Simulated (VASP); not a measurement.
Method: MS2 meta-GGA, VASP's PBE PAW potentials (set 64) (plane waves; VASP).

The input files of a VASP run:

**KPOINTS**
```
Automatic mesh
0
G
 13 13 13
```

INCAR:
```
SYSTEM = NiAl
PREC = Accurate
ENCUT = 520
EDIFF = 1E-7
NELM = 100
ALGO = Normal
LREAL = .FALSE.
LASPH = .TRUE.
ISMEAR = 1
SIGMA = 0.1
METAGGA = MS2
LMIXTAU = .TRUE.
LMAXMIX = 4
LWAVE = .FALSE.
LCHARG = .FALSE.
ISIF = 2
```

### POSCAR
```
NiAl
2.8324530
  1.0000000065   0.0000000000   0.0000000000
  0.0000000000   1.0000000065   0.0000000000
  0.0000000000   0.0000000000   1.0000000065
Al Ni
1 1
Direct
  0.5000000000   0.5000000000   0.5000000000
  0.0000000000   0.0000000000   0.0000000000
```

POTCAR, in this order: Al Ni (PBE.64 set). Program: vasp_std.

Output of the run:

### OUTCAR
```
 ion  position               nearest neighbor table
   1  0.500  0.500  0.500-   2 2.45   2 2.45   2 2.45   2 2.45   2 2.45   2 2.45   2 2.45   2 2.45
  LATTYP: Found a simple cubic cell.
 ALAT       =     2.8324530183
 Subroutine PRICEL returns:
 Original cell was already a primitive cell.
 Subroutine GETGRP returns: Found 48 space group operations
The static configuration has the point symmetry O_h .
The dynamic configuration has the point symmetry O_h .
 Subroutine INISYM returns: Found 48 space group operations
 Subroutine IBZKPT returns following result:
 Found     84 irreducible k-points:

 Following reciprocal coordinates:
            Coordinates               Weight
  0.000000  0.000000  0.000000      1.000000
  0.076923  0.000000  0.000000      6.000000
  0.153846  0.000000  0.000000      6.000000
  0.230769  0.000000  0.000000      6.000000
  0.307692  0.000000  0.000000      6.000000
  0.384615  0.000000  0.000000      6.000000
  0.461538  0.000000  0.000000      6.000000
  0.076923  0.076923  0.000000     12.000000
  0.153846  0.076923  0.000000     24.000000
  0.230769  0.076923  0.000000     24.000000
  0.307692  0.076923  0.000000     24.000000
  0.384615  0.076923  0.000000     24.000000
  0.461538  0.076923  0.000000     24.000000
  0.153846  0.153846  0.000000     12.000000
  0.230769  0.153846  0.000000     24.000000
  0.307692  0.153846  0.000000     24.000000
  0.384615  0.153846  0.000000     24.000000
  0.461538  0.153846  0.000000     24.000000
  0.230769  0.230769  0.000000     12.000000
  0.307692  0.230769  0.000000     24.000000
  0.384615  0.230769  0.000000     24.000000
  0.461538  0.230769  0.000000     24.000000
  0.307692  0.307692  0.000000     12.000000
  0.384615  0.307692  0.000000     24.000000
  0.461538  0.307692  0.000000     24.000000
  0.384615  0.384615  0.000000     12.000000
  0.461538  0.384615  0.000000     24.000000
  0.461538  0.461538  0.000000     12.000000
  0.076923  0.076923  0.076923      8.000000
  0.153846  0.076923  0.076923     24.000000
  0.230769  0.076923  0.076923     24.000000
  0.307692  0.076923  0.076923     24.000000
  0.384615  0.076923  0.076923     24.000000
  0.461538  0.076923  0.076923     24.000000
  0.153846  0.153846  0.076923     24.000000
  0.230769  0.153846  0.076923     48.000000
  0.307692  0.153846  0.076923     48.000000
  0.384615  0.153846  0.076923     48.000000
  0.461538  0.153846  0.076923     48.000000
  0.230769  0.230769  0.076923     24.000000
   k-points           NKPTS =     84   k-points in BZ     NKDIM =     84   number of bands    NBANDS=     10
   number of dos      NEDOS =    301   number of ions     NIONS =      2
   total plane-waves  NPLWV =  13824
   dimension x,y,z NGX =    24 NGY =   24 NGZ =   24
   dimension x,y,z NGXF=    48 NGYF=   48 NGZF=   48
   ions per type =               1   1
   PREC   = accura    normal or accurate (medium, high low for compatibility)
   ISTART =      0    job   : 0-new  1-cont  2-samecut
   ICHARG =      2    charge: 1-file 2-atom 10-const
   ISPIN  =      1    spin polarized calculation?
   LNONCOLLINEAR =      F non collinear calculations
   LSORBIT =      F    spin-orbit coupling
   INIWAV =      1    electr: 0-lowe 1-rand  2-diag
   ENCUT  =  520.0 eV  38.22 Ry    6.18 a.u.   5.27  5.27  5.27*2*pi/ulx,y,z
   NELM   =    100;   NELMIN=  2; NELMDL= -5     # of ELM steps
   EDIFF  = 0.1E-06   stopping-criterion for ELM
   LREAL  =      F    real-space projection
   NLSPLINE    = F    spline interpolate recip. space projectors
   LMAXMIX     =    4 max onsite mixed and CHGCAR
   VOSKOWN=      0    Vosko Wilk Nusair interpolation
...
```

OSZICAR:
```
       N       E                     dE             d eps       ncg     rms          rms(c)
DAV:   1     0.307738429589E+02    0.30774E+02   -0.57567E+03  1696   0.139E+03
DAV:   2    -0.214058932678E+02   -0.52180E+02   -0.49369E+02  1688   0.208E+02
DAV:   3    -0.227800636257E+02   -0.13742E+01   -0.13587E+01  1948   0.447E+01
DAV:   4    -0.228022948833E+02   -0.22231E-01   -0.22212E-01  1962   0.520E+00
DAV:   5    -0.228029548687E+02   -0.65999E-03   -0.65995E-03  1910   0.908E-01    0.179E+01
DAV:   6    -0.245071476037E+02   -0.17042E+01   -0.12974E+02  1854   0.212E+02    0.255E+01
DAV:   7    -0.168463258681E+02    0.76608E+01   -0.28687E+01  1852   0.111E+02    0.396E+00
DAV:   8    -0.166731025202E+02    0.17322E+00   -0.20032E+00  2026   0.246E+01    0.229E+00
DAV:   9    -0.167195318244E+02   -0.46429E-01   -0.12463E-01  1738   0.649E+00    0.119E+00
DAV:  10    -0.167217666171E+02   -0.22348E-02   -0.32652E-01  1868   0.121E+01    0.103E+00
DAV:  11    -0.167029782418E+02    0.18788E-01   -0.58697E-02  1880   0.495E+00    0.266E-01
DAV:  12    -0.167011613206E+02    0.18169E-02   -0.59431E-03  1944   0.150E+00    0.318E-02
DAV:  13    -0.167007573490E+02    0.40397E-03   -0.34641E-04  1748   0.272E-01    0.478E-02
DAV:  14    -0.167006194163E+02    0.13793E-03   -0.53575E-05  1750   0.130E-01    0.272E-02
DAV:  15    -0.167006076304E+02    0.11786E-04   -0.81380E-06  2040   0.487E-02    0.162E-02
DAV:  16    -0.167006060554E+02    0.15750E-05   -0.92436E-07  1728   0.173E-02    0.631E-03
DAV:  17    -0.167006121511E+02   -0.60957E-05   -0.18006E-06  1824   0.268E-02    0.294E-03
DAV:  18    -0.167006115051E+02    0.64595E-06   -0.52332E-08   840   0.466E-03    0.118E-03
DAV:  19    -0.167006115699E+02   -0.64839E-07   -0.10679E-08   840   0.176E-03
   1 F= -.16700612E+02 E0= -.16700649E+02  d E =0.111078E-03
```

File OUTCAR:
```
------------------------ aborting loop because EDIFF is reached ----------------------------------------
  FORCE on cell =-STRESS in cart. coord.  units (eV):
  Direction    XX          YY          ZZ          XY          YZ          ZX
  --------------------------------------------------------------------------------------
  Total        0.7143481      0.7143481      0.7143481     -0.0000000      0.0000000     -0.0000000
  in kB       50.3654057     50.3654057     50.3654057     -0.0000000      0.0000000     -0.0000000
  external PRESSURE =      50.3654057 kB  Pullay stress =       0.0000000 kB
  volume of cell :       22.72
      direct lattice vectors                 reciprocal lattice vectors
     2.832453018  0.000000000  0.000000000     0.353050869  0.000000000  0.000000000
     0.000000000  2.832453018  0.000000000     0.000000000  0.353050869  0.000000000
     0.000000000  0.000000000  2.832453018     0.000000000  0.000000000  0.353050869
 POSITION                                       TOTAL-FORCE (eV/Angst)
 -----------------------------------------------------------------------------------
      1.41623      1.41623      1.41623         0.000000      0.000000      0.000000
      0.00000      0.00000      0.00000         0.000000      0.000000      0.000000
 -----------------------------------------------------------------------------------
    total drift:                                0.000000      0.000000      0.000000
  FREE ENERGIE OF THE ION-ELECTRON SYSTEM (eV)
  ---------------------------------------------------
  free  energy   TOTEN  =       -16.7006115699 eV

  energy  without entropy=      -16.7007226481  energy(sigma->0) =      -16.70064860
```
(Selected blocks of OUTCAR.)

The compound is NiAl in the CsCl type structure. This cell is one point of a volume scan, at 0.97 of the reference volume. The run is not spin-polarised, so no magnetic state was tried. The electron count is odd and the run is not spin-polarised, which forces a metal.
